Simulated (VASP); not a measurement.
Crystal: AlB2Sb3.

```
Al B Sb
1.0
    -1.93448    1.93448    8.05077
     1.93448   -1.93448    8.05077
     1.93448    1.93448   -8.05077
Al B Sb
1 2 3
Direct
  0.00000 0.00000 0.00000
  0.33426 0.33426 0.00000
  0.66574 0.66574 0.00000
  0.84209 0.84209 0.00000
  0.15791 0.15791 0.00000
  0.50000 0.50000 0.00000
```

The cell was built by a generator and needn't be a form met in nature.

| Property | Result |
| --- | --- |
| Program | VASP 6.6.1 |
| Task | relaxation of cell and atoms |
| Functional | PBE |
| Potentials or basis | VASP PAW PBE potentials, release 64 (Al, B, Sb) |
| Cutoff | 520 eV |
| k mesh | 6 × 6 × 6 |
| Occupations | gaussian, width 0.15 eV |
| Spin | no spin polarisation |

At the start: pressure -1.7 GPa; volume 20.09 Å³/atom.

Question: Where does the relaxation end?

Answer: Over 11 steps the energy falls by 149.2 meV/atom and the volume is 18.93 Å³/atom (-5.8 %); space group I4/mmm (No. 139, to 0.05 Å).

The path:
| step | energy change (eV) | largest force (eV/Å) | pressure (GPa) | volume (Å³) |
| --- | --- | --- | --- | --- |
| 1 | 0.0000 | 2.4537 | -1.70 | 120.51 |
| 2 | -0.5104 | 0.9309 | -1.26 | 116.72 |
| 3 | -0.5544 | 0.5422 | -0.33 | 115.16 |
| 4 | -0.5550 | 0.5011 | -0.15 | 114.95 |
| 5 | -0.6470 | 0.4322 | -0.32 | 114.23 |
| 6 | -0.8778 | 0.2585 | 1.14 | 111.82 |
| 7 | -0.8765 | 0.1869 | 1.55 | 111.47 |
| 8 | -0.8786 | 0.2242 | 1.31 | 111.67 |
| 9 | -0.8816 | 0.0906 | -1.29 | 115.83 |
| 10 | -0.8912 | 0.1486 | -0.20 | 113.82 |
| 11 | -0.8955 | 0.0750 | 0.00 | 113.57 |

Final structure:
```xyz
6
Lattice="-1.9144 1.9144 7.7473 1.9144 -1.9144 7.7473 1.9144 1.9144 -7.7473" Properties=species:S:1:pos:R:3 pbc="T T T"
Al    0.0000    0.0000    0.0000
B     0.0000    0.0000    5.1249
B     0.0000    0.0000   10.3698
Sb    0.0000    0.0000   12.7345
Sb    0.0000    0.0000    2.7602
Sb    0.0000    0.0000    7.7473
```

Caveat: the k mesh is coarse (spacing up to 0.38 Å⁻¹), so the values aren't converged.
